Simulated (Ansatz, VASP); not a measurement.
# Cross-check of Ca2TeS between VASP and Ansatz, part 2 of 2

One calculation is typed for both programs; each brings its own data sets and cutoff. How far apart do they land? The cell is invented: As first built, before any earlier steps moved the atoms (in the runner's words): it takes the CdS structure with some of its atoms replaced by other elements, volume scaled by an estimate. It may not be a known or stable phase. The cell is taken from a series of VASP runs on this material, whose earlier steps may have relaxed, scaled or displaced it; both programs get it as it stands.

VASP 6.6.1 and Ansatz 0.2.0.

So far: The structure; VASP: band structure, PBE; Ansatz: band structure, PBE; Side by side.

## Step 5: VASP: single point, PBE

Level of this step: PBE; plane waves and PAW (Te, Ca_sv, S); invented cell (VASP).

A single point gives forces, pressure and levels at one fixed geometry, so differences don't come from the geometry; what else differs is listed under the comparison.

INCAR reads:

```
SYSTEM = Ca2TeS
PREC = Accurate
ENCUT = 400
EDIFF = 1E-06
NELM = 100
ISMEAR = -5
SIGMA = 0.05
LREAL = .FALSE.
ALGO = Normal
GGA = PE
NBANDS = 30
LORBIT = 11
LWAVE = .FALSE.
LCHARG = .FALSE.
KPAR = 2
NEDOS = 2001
```

POSCAR reads:

```
Ca2TeS
1.0
    2.3441484068      1.3533946540      7.8738150273
   -2.3441484068      1.3533946540      7.8738150273
    0.0000000000     -2.7067893079      7.8738150273
Te Ca S
1 2 1
Direct
    0.6217341323      0.6217341323      0.6217341323
    0.4919858784      0.4919858784      0.4919858784
    0.0104183776      0.0104183776      0.0104183776
    0.1258616117      0.1258616117      0.1258616117
```

KPOINTS reads:

```
Automatic mesh
0
Gamma
7 7 7
0 0 0
```

PAW data sets: Te, Ca_sv and S (PBE family, release 64).

The run is started by

```
> mpirun -np 2 vasp_std
```

Numbers of over 12 decimals in the logs are rounded to 6 here.

Log:

```text
[... set-up lines as in an earlier step ...]
 entering main loop
       N       E                     dE             d eps       ncg     rms          rms(c)
DAV:   1     0.218799903689E+03    0.21880E+03   -0.11764E+04  2656   0.760E+02
DAV:   2    -0.216802841020E+01   -0.22097E+03   -0.20976E+03  3020   0.237E+02
DAV:   3    -0.175547781231E+02   -0.15387E+02   -0.15242E+02  4256   0.522E+01
DAV:   4    -0.184738571048E+02   -0.91908E+00   -0.91216E+00  4024   0.107E+01
[...]
DAV:  12    -0.175620238411E+02   -0.12093E-03   -0.20152E-04  3324   0.506E-02    0.172E-02
DAV:  13    -0.175620463153E+02   -0.22474E-04   -0.39421E-05  3730   0.245E-02    0.985E-03
DAV:  14    -0.175620465818E+02   -0.26657E-06   -0.45388E-06  3196   0.800E-03
   1 F= -.17562047E+02 E0= -.17562047E+02  d E =0.000000E+00
```

From OUTCAR (step 5):

```text
  Total       -0.0345300     -0.0345300      0.0133347      0.0000000      0.0000000      0.0000000
  in kB       -0.3691144     -0.3691144      0.1425432      0.0000000      0.0000000      0.0000000
  external PRESSURE =      -0.1985619 kB  Pullay stress =       0.0000000 kB

 POSITION                                       TOTAL-FORCE (eV/Angst)
 -----------------------------------------------------------------------------------
      0.00000      0.00000     14.68626         0.000000     -0.000000     -0.006028
      0.00000      0.00000     11.62142         0.000000      0.000000      0.000076
      0.00000      0.00000      0.24610         0.000000     -0.000000     -0.002764
      0.00000      0.00000      2.97303         0.000000      0.000000      0.008717
 -----------------------------------------------------------------------------------
    total drift:                               -0.000000      0.000000     -0.000748

  FREE ENERGIE OF THE ION-ELECTRON SYSTEM (eV)
  ---------------------------------------------------
  free  energy   TOTEN  =       -17.5620465818 eV

  energy  without entropy=      -17.5620465818  energy(sigma->0) =      -17.56204658

[... 1 part as in an earlier step ...]

[... 2 further parts left out ...]
[key lines of the parts left out:]
E-fermi :   1.0671
```

The run ends at a pressure of -0.02 GPa, with forces up to 0.0087 eV/Å.

## Step 6: Ansatz: single point, PBE

The same cell, functional, mesh and smearing now go to Ansatz, which takes its cutoff from its data sets.

The cell is taken from a series of VASP runs on this material, whose earlier steps may have relaxed, scaled or displaced it; both programs get it as it stands.

input.yaml reads:

```yaml
crystal:
  lattice:
    - [2.3441484068, 1.353394654, 7.8738150273]
    - [-2.3441484068, 1.353394654, 7.8738150273]
    - [0.0, -2.7067893079, 7.8738150273]
  atoms:
    - { symbol: Te, position: [0.6217341323, 0.6217341323, 0.6217341323] }
    - { symbol: Ca, position: [0.4919858784, 0.4919858784, 0.4919858784] }
    - { symbol: Ca, position: [0.0104183776, 0.0104183776, 0.0104183776] }
    - { symbol: S, position: [0.1258616117, 0.1258616117, 0.1258616117] }
hamiltonian:
  xc: pbe
  pseudopotentials: { kind: paw }
kpoints:
  mp_grid: { grid: [7, 7, 7] }
scf:
  occupations: { method: tetrahedron }
output:
  forces: true
  stress: true
```

The run is started by

```
> ansatz run input.yaml --threads 2 --pin off --max-ram 4608MiB --backend cpu --events-out ev --progress --plain --runs-dir out
```

Log:

```text
Warning: output.forces, output.stress, relax.cell or npt_langevin: where a Kohn–Sham band that disperses or a degenerate level is filled in part under the method tetrahedron, the forces or the stress that this run publishes need not agree with its energy (scf.occupations.method in the input reference, under Limitations); prefer a smearing scheme for the forces or the stress
[...]
k-point 0: bands = [... 17 lower, 2.2248, 2.6858, 3.5206, 3.5206, 5.9002, 7.7410, 7.9648, 7.9648, ... 1 higher]
  k-point 1: bands = [... 17 lower, 2.2398, 2.7014, 3.1545, 3.4913, 6.3094, 7.4524, 7.7203, 7.8719, ... 1 higher]
  k-point 2: bands = [... 17 lower, 2.2726, 2.5135, 2.7415, 3.4241, 6.5836, 7.2707, 7.4542, 7.8252, ... 1 higher]
  k-point 43: bands = [... 17 lower, 2.2420, 2.3827, 3.2357, 3.4988, 7.1244, 7.4233, 7.5757, 7.8882, ... 1 higher]
[key lines of the parts left out:]
SCF converged after 7 iterations
Free energy (F): -11522.215352 eV
Fermi energy:    3.528968 eV
P = ⅓ Tr σ = -0.0960 GPa (-0.960 kbar)
```

Run time: 15 s. Hardware: 2 threads of Arm Neoverse N1, shared host; peak memory 0.42 GiB.

The run ends at a pressure of -0.10 GPa, with forces up to 0.0054 eV/Å.

## Step 7: Differences

The two programs side by side:

```
              quantity  Ansatz   VASP  difference
        pressure (GPa)   -0.10  -0.02       -0.08
gap on the k mesh (eV)   2.371  2.368      +0.003
```

At this near-relaxed geometry the largest component of a force difference is 6 meV/Å. A gap on the mesh is an upper bound, since the band edges may lie between its points.

## Step 8: Further runs

Further runs change the set-up of one program: Ansatz's method, potentials or start, or VASP's data sets, cutoff or form of LDA. The table gives Ansatz less VASP for each quantity, since a change that brings one quantity closer may part another.

```
                              run  r.m.s. force difference (meV/Å)  pressure (GPa)  gap on the k mesh (eV)
                         as above                              2.6          -0.076                  0.0029
Ansatz's all-electron LAPW method                              2.6          -0.079                  0.0025
```

## Step 9: Ansatz: electric field gradients, PBE

Field gradients test the density near the nuclei, where the PAW reconstruction matters most.

The cell is taken from a series of VASP runs on this material, whose earlier steps may have relaxed, scaled or displaced it; both programs get it as it stands.

input.yaml: that of step 6 with these lines changed.

```diff
@@ -14,5 +14,6 @@
 kpoints:
-  mp_grid: { grid: [7, 7, 7] }
+  mp_grid: { grid: [4, 4, 4] }
 scf:
-  occupations: { method: tetrahedron }
+  occupations: { method: gaussian, width: 0.05 }
+  n_extra_bands: 5
 output:
@@ -20 +21,7 @@
   stress: true
+  eigenvalues: true
+  efg: {}
+  write_density: true
+  write_potential: true
+  elf: true
+  volumetric_format: npy
```

Log:

```text
[...]
Te: output.efg is read without spin–orbit coupling, which moves field gradients at and beside such atoms by some per cent and up to a factor of two; PAW files take it under magnetization.noncollinear and magnetization.spin_orbit
[...]
Crystal: 4 atoms, lattice volume = 149.881 Å³
[...]
k-point 0: bands = [... 17 lower, 2.2248, 2.6871, 3.5227, 3.5227, 5.9011, 7.7423, 7.9652, 7.9652, ... 1 higher]
  k-point 1: bands = [... 17 lower, 2.2641, 2.6516, 2.7512, 3.4441, 6.5989, 7.3596, 7.4081, 7.8185, ... 1 higher]
  k-point 2: bands = [... 17 lower, 2.1896, 2.3018, 2.7245, 3.3629, 6.5680, 6.8289, 7.4845, 7.9654, ... 1 higher]
  k-point 12: bands = [... 17 lower, 2.2273, 2.2273, 3.5315, 3.5315, 7.0760, 7.6415, 7.6926, 7.6926, ... 1 higher]
[key lines of the parts left out:]
SCF converged after 7 iterations
Free energy (F): -11522.212510 eV
Fermi energy:    4.716689 eV
P = ⅓ Tr σ = -0.0914 GPa (-0.914 kbar)
```

Run time: 7.6 s. Hardware: 2 threads; peak memory 0.4 GiB; 14 s of CPU time.

The run ends at a pressure of -0.09 GPa, with forces up to 0.010 eV/Å.

## Step 10: VASP: electric field gradients, PBE

The same cell, functional, mesh and smearing now go to VASP, with its own data sets and cutoff.

INCAR reads:

```
SYSTEM = Ca2TeS
PREC = Accurate
ENCUT = 400
EDIFF = 1E-07
NELM = 100
ISMEAR = 0
SIGMA = 0.05
LREAL = .FALSE.
ALGO = Normal
GGA = PE
NBANDS = 22
LORBIT = 11
LWAVE = .FALSE.
LCHARG = .FALSE.
KPAR = 2
LEFG = .TRUE.
LASPH = .TRUE.
```

POSCAR is that of step 5.

KPOINTS reads:

```
Automatic mesh
0
Gamma
4 4 4
0 0 0
```

The run is started by

```
> mpirun -np 2 vasp_std
```

Log:

```text
[... set-up lines as in an earlier step ...]
 entering main loop
       N       E                     dE             d eps       ncg     rms          rms(c)
DAV:   1     0.219371413702E+03    0.21937E+03   -0.12535E+04   596   0.104E+03
DAV:   2    -0.760458455092E+00   -0.22013E+03   -0.21095E+03   704   0.297E+02
DAV:   3    -0.176285347898E+02   -0.16868E+02   -0.16756E+02   960   0.662E+01
DAV:   4    -0.184700705515E+02   -0.84154E+00   -0.83997E+00   896   0.135E+01
[...]
DAV:  15    -0.175600919022E+02   -0.94645E-06   -0.29776E-06   668   0.837E-03    0.175E-03
DAV:  16    -0.175600920558E+02   -0.15360E-06   -0.39764E-07   714   0.240E-03    0.186E-03
DAV:  17    -0.175600920590E+02   -0.32146E-08   -0.48728E-08   484   0.112E-03
ion   1
     0.0000000    -0.0000000    -0.0000000    -0.1729172    -0.0000000     0.0000009
     0.0000585    -0.0000000    -0.0000000    -0.1729172    -0.0000000     0.0000009
     0.0000806    -0.0000000    -0.0000000    -0.1729172    -0.0000000     0.0000009
     0.0001110    -0.0000000    -0.0000000    -0.1729172    -0.0000000     0.0000009
[...]
0.0000000     0.0000000    -0.0000000    13.0292919     0.0000000     0.0001857
     0.0000398     0.0000000    -0.0000000    13.0292167     0.0000000     0.0001857
     0.0000548     0.0000000    -0.0000000    13.0291725     0.0000000     0.0001857
     0.0000754     0.0000000    -0.0000000    13.0290999     0.0000000     0.0001857
     0.0001039     0.0000000    -0.0000000    13.0289814     0.0000000     0.0001857

ion   4
     0.0000000    -0.0000000     0.0000000     0.8862765     0.0000000     0.0000029
     0.0000369    -0.0000000     0.0000000     0.8862765     0.0000000     0.0000029
     0.0000508    -0.0000000     0.0000000     0.8862765     0.0000000     0.0000029
     0.0000700    -0.0000000     0.0000000     0.8862765     0.0000000     0.0000029
     0.0000964    -0.0000000     0.0000000     0.8862764     0.0000000     0.0000029

     0.0000000    -0.0000000     0.0000000    13.6623715     0.0000000     0.0000378
     0.0000369    -0.0000000     0.0000000    13.6623325     0.0000000     0.0000378
     0.0000508    -0.0000000     0.0000000    13.6623088     0.0000000     0.0000378
     0.0000700    -0.0000000     0.0000000    13.6622695     0.0000000     0.0000378
     0.0000964    -0.0000000     0.0000000    13.6622045     0.0000000     0.0000378

   1 F= -.17560092E+02 E0= -.17560092E+02  d E =-.824651E-18
```

From OUTCAR (step 10):

```text
  Total       -0.0232337     -0.0232337      0.0050321      0.0000000      0.0000000     -0.0000000
  in kB       -0.2483603     -0.2483603      0.0537914      0.0000000      0.0000000     -0.0000000
  external PRESSURE =      -0.1476431 kB  Pullay stress =       0.0000000 kB

 POSITION                                       TOTAL-FORCE (eV/Angst)
 -----------------------------------------------------------------------------------
      0.00000      0.00000     14.68626         0.000000     -0.000000     -0.001812
      0.00000      0.00000     11.62142         0.000000     -0.000000     -0.000286
      0.00000      0.00000      0.24610         0.000000     -0.000000     -0.007315
      0.00000      0.00000      2.97303         0.000000      0.000000      0.009412
 -----------------------------------------------------------------------------------
    total drift:                               -0.000000      0.000000     -0.000762

  FREE ENERGIE OF THE ION-ELECTRON SYSTEM (eV)
  ---------------------------------------------------
  free  energy   TOTEN  =       -17.5600920590 eV

  energy  without entropy=      -17.5600920590  energy(sigma->0) =      -17.56009206

[... 1 part as in an earlier step ...]

[... 2 further parts left out ...]
[key lines of the parts left out:]
E-fermi :   1.3601
```

The run ends at a pressure of -0.01 GPa, with forces up to 0.0094 eV/Å.

## Step 11: Side by side

What differs besides the data sets and the points named for the pairs above, as far as they apply: Ansatz adds the response of the frozen cores to the gradients, VASP leaves it out. Total energies have different zeros and are not compared.

Compared:

```
              quantity  Ansatz   VASP  difference
        pressure (GPa)   -0.09  -0.01       -0.08
gap on the k mesh (eV)   2.370  2.367      +0.003
     Vzz at Te1 (V/Å²)    81.2   76.4        +4.8
     Vzz at Ca2 (V/Å²)    10.1   10.0        +0.1
     Vzz at Ca3 (V/Å²)   -16.6  -16.7        +0.1
      Vzz at S4 (V/Å²)   -17.2  -16.9        -0.3
```

At this near-relaxed geometry the largest component of a force difference is 6 meV/Å. A gap on the mesh is an upper bound, since the band edges may lie between its points.

## Step 12: What came out

| Quantity | Value |
| --- | --- |
| difference in gap over the path points (band structure, PBE) | 0.0029 eV |
| difference in gap on the k mesh (single point, PBE) | 0.0029 eV |
| difference in Vzz at Te1 (electric field gradients, PBE) | 4.8 V/Å² |

What this shows: The difference in gap over the path points is 0.0029 eV (band structure, PBE), within the 0.08 eV picked in this series as the mark of a large difference. For single point, PBE, no further run moves any of the tabulated differences by more than a quarter of its size. Such differences can come from data sets, numerical settings and the points named under the comparisons, not from the functional's error against experiment.

[Lines on the potential files, build, host, timing and source positions are cut from VASP's logs without a mark.]

[Logs are printed without paths, hosts, clocks, repeated set-up lines and the standing remarks that a program may print on its own settings, such as how far it seeks lower states.]

[Hosts, paths, dates, database ids (printed as entryN), source tags and the programs' standing remarks are cut or masked in the printed files.]
